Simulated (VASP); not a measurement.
Computed with PBEsol GGA, VASP's PBE PAW potentials (set 64) (plane waves; VASP).

The input files of a VASP run:

**INCAR**
```
! general
SYSTEM =Sc
PREC   =Accurate
ENCUT  =400   ! plane-wave cut-off (eV)
LREAL  =.FALSE.   ! projection in real space or not
LASPH  =.TRUE.   ! aspherical one-centre terms
ICHARG =11

! electronic loop
EDIFF  =1E-7   ! SCF stop (eV)
NELM   =100   ! most electronic steps
ALGO   =Normal   ! blocked Davidson
LMAXMIX=4   ! l cut-off of mixed one-centre charges

! smearing
ISMEAR =0
SIGMA  =0.05

! functional
GGA    =PS

! output
LWAVE  =.FALSE.
LCHARG =.FALSE.
LORBIT =11
```

File KPOINTS:
```
k-points along high-symmetry lines
10
Line-mode
Reciprocal
  0.000000   0.000000   0.000000 ! GAMMA
  0.000000   0.500000   0.000000 ! M

  0.000000   0.500000   0.000000 ! M
 -0.333333   0.666667   0.000000 ! K

 -0.333333   0.666667   0.000000 ! K
  0.000000   0.000000   0.000000 ! GAMMA

  0.000000   0.000000   0.000000 ! GAMMA
  0.000000   0.000000   0.500000 ! A

  0.000000   0.000000   0.500000 ! A
  0.000000   0.500000   0.500000 ! L

  0.000000   0.500000   0.500000 ! L
 -0.333333   0.666667   0.500000 ! H

 -0.333333   0.666667   0.500000 ! H
  0.000000   0.000000   0.500000 ! A

  0.000000   0.500000   0.500000 ! L
  0.000000   0.500000   0.000000 ! M

 -0.333333   0.666667   0.500000 ! H
 -0.333333   0.666667   0.000000 ! K
```

**POSCAR**
```
Sc
1
    1.6383362526    -2.8376815455    -0.0000000000
    1.6383362526     2.8376815455     0.0000000000
   -0.0000000000     0.0000000000     5.0826625350
Sc
2
Direct
  0.3333330000   0.6666670000   0.2500000000
  0.6666670000   0.3333330000   0.7500000000
```

POTCAR, in this order: Sc_sv (PBE.64 set). Program: vasp_std. Read from the step before: CHGCAR.

Task: What will the output report for the number of irreducible k-points (NKPTS), number of bands (NBANDS), largest plane-wave count, number of space-group operations, FFT grid (NGX, NGY, NGZ)?

Result: 
- number of irreducible k-points (NKPTS): 90
- number of bands (NBANDS): 15
- largest plane-wave count: 881
- number of space-group operations: 24
- FFT grid (NGX, NGY, NGZ): 24 × 24 × 36

The compound is Sc in the hcp structure. It was relaxed first, which changed the volume by -5 %.
